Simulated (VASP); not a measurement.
OSZICAR of a VASP run on PtS₂ (1T layered):

File OSZICAR:
```
...
       N       E                     dE             d eps       ncg     rms          rms(c)
DAV:   1    -0.155228943201E+02   -0.44465E-01   -0.18537E+00   840   0.102E+01    0.158E+00
DAV:   2    -0.154873146028E+02    0.35580E-01   -0.21079E-01   952   0.503E+00    0.870E-01
DAV:   3    -0.154809861989E+02    0.63284E-02   -0.11223E-02  1043   0.122E+00    0.371E-01
DAV:   4    -0.154787814071E+02    0.22048E-02   -0.17365E-02   952   0.734E-01    0.182E-01
DAV:   5    -0.154786868759E+02    0.94531E-04   -0.94776E-04  1015   0.225E-01    0.119E-01
DAV:   6    -0.154787143779E+02   -0.27502E-04   -0.10947E-04  1036   0.111E-01    0.683E-02
DAV:   7    -0.154787210530E+02   -0.66750E-05   -0.82008E-05  1036   0.743E-02    0.304E-02
DAV:   8    -0.154787234747E+02   -0.24218E-05   -0.77767E-06  1162   0.248E-02    0.201E-02
DAV:   9    -0.154787246043E+02   -0.11295E-05   -0.12683E-06   779   0.766E-03    0.472E-03
DAV:  10    -0.154787251002E+02   -0.49591E-06   -0.91776E-07   779   0.788E-03
   9 F= -.15478725E+02 E0= -.15478725E+02  d E =-.893853E-03
       N       E                     dE             d eps       ncg     rms          rms(c)
DAV:   1    -0.154787428753E+02   -0.18271E-04   -0.28825E-04   840   0.119E-01    0.182E-02
DAV:   2    -0.154787394794E+02    0.33960E-05   -0.25255E-05   952   0.523E-02    0.842E-03
DAV:   3    -0.154787387510E+02    0.72835E-06   -0.11954E-06   539   0.127E-02
  10 F= -.15478739E+02 E0= -.15478739E+02  d E =-.136508E-04
       N       E                     dE             d eps       ncg     rms          rms(c)
DAV:   1    -0.154788198300E+02   -0.80351E-04   -0.24727E-03   840   0.350E-01    0.521E-02
DAV:   2    -0.154787866579E+02    0.33172E-04   -0.22855E-04  1001   0.160E-01    0.258E-02
DAV:   3    -0.154787802228E+02    0.64351E-05   -0.11666E-05  1057   0.388E-02    0.110E-02
DAV:   4    -0.154787777574E+02    0.24653E-05   -0.15732E-05   994   0.228E-02    0.600E-03
DAV:   5    -0.154787775645E+02    0.19296E-06   -0.90031E-07   672   0.715E-03
  11 F= -.15478778E+02 E0= -.15478778E+02  d E =-.524643E-04
       N       E                     dE             d eps       ncg     rms          rms(c)
DAV:   1    -0.154790234923E+02   -0.24573E-03   -0.10253E-02   840   0.711E-01    0.107E-01
DAV:   2    -0.154788901383E+02    0.13335E-03   -0.93160E-04   959   0.321E-01    0.522E-02
DAV:   3    -0.154788641712E+02    0.25967E-04   -0.46883E-05  1050   0.779E-02    0.227E-02
DAV:   4    -0.154788544055E+02    0.97657E-05   -0.63647E-05   980   0.457E-02    0.120E-02
DAV:   5    -0.154788541313E+02    0.27416E-06   -0.39129E-06  1043   0.144E-02
  12 F= -.15478854E+02 E0= -.15478854E+02  d E =-.129031E-03
       N       E                     dE             d eps       ncg     rms          rms(c)
DAV:   1    -0.154796759156E+02   -0.82151E-03   -0.40897E-02   840   0.142E+00    0.215E-01
DAV:   2    -0.154791428933E+02    0.53302E-03   -0.37167E-03   966   0.643E-01    0.105E-01
DAV:   3    -0.154790394504E+02    0.10344E-03   -0.18695E-04  1057   0.156E-01    0.457E-02
DAV:   4    -0.154790006454E+02    0.38805E-04   -0.25459E-04   987   0.914E-02    0.241E-02
DAV:   5    -0.154790005073E+02    0.13809E-06   -0.15516E-05  1029   0.287E-02    0.131E-02
DAV:   6    -0.154790005478E+02   -0.40510E-07   -0.30737E-06   795   0.171E-02
  13 F= -.15479001E+02 E0= -.15479001E+02  d E =-.275448E-03
       N       E                     dE             d eps       ncg     rms          rms(c)
DAV:   1    -0.154819474258E+02   -0.29469E-02   -0.16351E-01   840   0.283E+00    0.432E-01
DAV:   2    -0.154798368485E+02    0.21106E-02   -0.14653E-02   959   0.127E+00    0.210E-01
DAV:   3    -0.154794225995E+02    0.41425E-03   -0.73917E-04  1050   0.308E-01    0.928E-02
DAV:   4    -0.154792651629E+02    0.15744E-03   -0.10263E-03   980   0.183E-01    0.480E-02
DAV:   5    -0.154792662437E+02   -0.10808E-05   -0.63210E-05  1043   0.574E-02    0.256E-02
DAV:   6    -0.154792671622E+02   -0.91850E-06   -0.13261E-05  1032   0.341E-02    0.153E-02
DAV:   7    -0.154792666497E+02    0.51252E-06   -0.60490E-06  1036   0.212E-02
  14 F= -.15479267E+02 E0= -.15479267E+02  d E =-.541549E-03
       N       E                     dE             d eps       ncg     rms          rms(c)
DAV:   1    -0.154902659998E+02   -0.10999E-01   -0.64928E-01   840   0.566E+00    0.872E-01
DAV:   2    -0.154819547919E+02    0.83112E-02   -0.58012E-02   973   0.253E+00    0.420E-01
DAV:   3    -0.154803144800E+02    0.16403E-02   -0.29195E-03  1064   0.609E-01    0.186E-01
DAV:   4    -0.154796740146E+02    0.64047E-03   -0.41287E-03   973   0.367E-01    0.962E-02
DAV:   5    -0.154796819786E+02   -0.79640E-05   -0.25095E-04  1036   0.114E-01    0.511E-02
DAV:   6    -0.154796875770E+02   -0.55984E-05   -0.53842E-05  1011   0.679E-02    0.305E-02
DAV:   7    -0.154796882462E+02   -0.66919E-06   -0.24273E-05  1036   0.420E-02    0.103E-02
DAV:   8    -0.154796887782E+02   -0.53196E-06   -0.25401E-06   945   0.144E-02
  15 F= -.15479689E+02 E0= -.15479689E+02  d E =-.963678E-03
       N       E                     dE             d eps       ncg     rms          rms(c)
DAV:   1    -0.155210740854E+02   -0.41386E-01   -0.25654E+00   840   0.113E+01    0.178E+00
DAV:   2    -0.154890657632E+02    0.32008E-01   -0.22713E-01   987   0.500E+00    0.841E-01
DAV:   3    -0.154826459951E+02    0.64198E-02   -0.11429E-02  1085   0.119E+00    0.377E-01
DAV:   4    -0.154799862361E+02    0.26598E-02   -0.16632E-02   966   0.732E-01    0.194E-01
DAV:   5    -0.154800282963E+02   -0.42060E-04   -0.97159E-04  1029   0.224E-01    0.103E-01
DAV:   6    -0.154800557977E+02   -0.27501E-04   -0.21431E-04  1040   0.134E-01    0.607E-02
DAV:   7    -0.154800644177E+02   -0.86199E-05   -0.95603E-05  1008   0.822E-02    0.206E-02
DAV:   8    -0.154800676522E+02   -0.32346E-05   -0.10834E-05  1099   0.285E-02    0.171E-02
DAV:   9    -0.154800688508E+02   -0.11986E-05   -0.11484E-06   842   0.766E-03    0.611E-03
DAV:  10    -0.154800697241E+02   -0.87328E-06   -0.13700E-06   795   0.926E-03
  16 F= -.15480070E+02 E0= -.15480070E+02  d E =-.134462E-02
       N       E                     dE             d eps       ncg     rms          rms(c)
DAV:   1    -0.154803195885E+02   -0.25074E-03   -0.15552E-02   840   0.869E-01    0.133E-01
DAV:   2    -0.154801242867E+02    0.19530E-03   -0.13721E-03   973   0.387E-01    0.622E-02
DAV:   3    -0.154800858235E+02    0.38463E-04   -0.68129E-05  1099   0.924E-02    0.273E-02
DAV:   4    -0.154800707665E+02    0.15057E-04   -0.94405E-05   994   0.555E-02    0.145E-02
DAV:   5    -0.154800705427E+02    0.22374E-06   -0.55829E-06  1022   0.170E-02
  17 F= -.15480071E+02 E0= -.15480071E+02  d E =-.134544E-02
       N       E                     dE             d eps       ncg     rms          rms(c)
DAV:   1    -0.154834419222E+02   -0.33712E-02   -0.14760E-01   840   0.282E+00    0.435E-01
DAV:   2    -0.154807959896E+02    0.26459E-02   -0.15797E-02   959   0.136E+00    0.227E-01
DAV:   3    -0.154803247378E+02    0.47125E-03   -0.80967E-04  1064   0.325E-01    0.980E-02
DAV:   4    -0.154801510839E+02    0.17365E-03   -0.12599E-03   987   0.199E-01    0.499E-02
DAV:   5    -0.154801470970E+02    0.39869E-05   -0.72320E-05  1015   0.629E-02    0.308E-02
DAV:   6    -0.154801488332E+02   -0.17362E-05   -0.11544E-05  1009   0.348E-02    0.184E-02
DAV:   7    -0.154801482039E+02    0.62926E-06   -0.76937E-06   980   0.241E-02
  18 F= -.15480148E+02 E0= -.15480148E+02  d E =-.776612E-04
       N       E                     dE             d eps       ncg     rms          rms(c)
DAV:   1    -0.155093493563E+02   -0.29201E-01   -0.13159E+00   840   0.842E+00    0.132E+00
DAV:   2    -0.154861431480E+02    0.23206E-01   -0.13935E-01   966   0.404E+00    0.688E-01
DAV:   3    -0.154819288304E+02    0.42143E-02   -0.72077E-03  1057   0.965E-01    0.302E-01
DAV:   4    -0.154803050170E+02    0.16238E-02   -0.11645E-02   973   0.601E-01    0.151E-01
DAV:   5    -0.154802764972E+02    0.28520E-04   -0.67641E-04  1001   0.190E-01    0.912E-02
DAV:   6    -0.154802963608E+02   -0.19864E-04   -0.10677E-04  1043   0.105E-01    0.538E-02
DAV:   7    -0.154803011992E+02   -0.48384E-05   -0.64075E-05   973   0.688E-02    0.234E-02
DAV:   8    -0.154803034748E+02   -0.22757E-05   -0.69221E-06  1099   0.232E-02    0.169E-02
DAV:   9    -0.154803044570E+02   -0.98213E-06   -0.97005E-07   800   0.698E-03
  19 F= -.15480304E+02 E0= -.15480304E+02  d E =-.233914E-03
       N       E                     dE             d eps       ncg     rms          rms(c)
DAV:   1    -0.155915728613E+02   -0.11127E+00   -0.51419E+00   840   0.167E+01    0.269E+00
DAV:   2    -0.155035265566E+02    0.88046E-01   -0.54024E-01   952   0.794E+00    0.138E+00
DAV:   3    -0.154871509977E+02    0.16376E-01   -0.28466E-02  1071   0.191E+00    0.617E-01
DAV:   4    -0.154803052942E+02    0.68457E-02   -0.46756E-02   980   0.120E+00    0.302E-01
DAV:   5    -0.154802264600E+02    0.78834E-04   -0.25962E-03  1022   0.373E-01    0.183E-01
DAV:   6    -0.154803033379E+02   -0.76878E-04   -0.41107E-04  1001   0.204E-01    0.103E-01
DAV:   7    -0.154803384975E+02   -0.35160E-04   -0.22915E-04   945   0.129E-01    0.437E-02
DAV:   8    -0.154803497833E+02   -0.11286E-04   -0.25466E-05  1092   0.443E-02    0.310E-02
DAV:   9    -0.154803541687E+02   -0.43854E-05   -0.48511E-06   966   0.153E-02    0.811E-03
DAV:  10    -0.154803560849E+02   -0.19161E-05   -0.27015E-06   927   0.146E-02    0.732E-03
DAV:  11    -0.154803563192E+02   -0.23427E-06   -0.26749E-07   840   0.470E-03
  20 F= -.15480356E+02 E0= -.15480356E+02  d E =-.285776E-03
```

Q: Which electronic solver shows in the log?

A: It is blocked Davidson (ALGO = Normal, or the opening steps of other solvers). The INCAR had ALGO = Normal.

Q: Can the final energy be trusted as converged?

A: Self-consistency was reached. It stopped with EDIFF = 1E-6, NELM = 100, NSW = 60 and EDIFFG = -0.02 after 20 ionic steps (PW91 GGA, plane waves, VASP's PBE PAW potentials (set 64)). Energy and stress use the plane-wave basis of the starting cell. Without a dispersion term in the relaxation, distances and binding between the weakly bound layers, chains or molecules are unreliable, and so is what depends on them.

The compound is PtS2 in the 1T layered structure. This run relaxes it. Symmetry was kept, so distortions that lower it aren't found. The start is the result of an earlier pass.
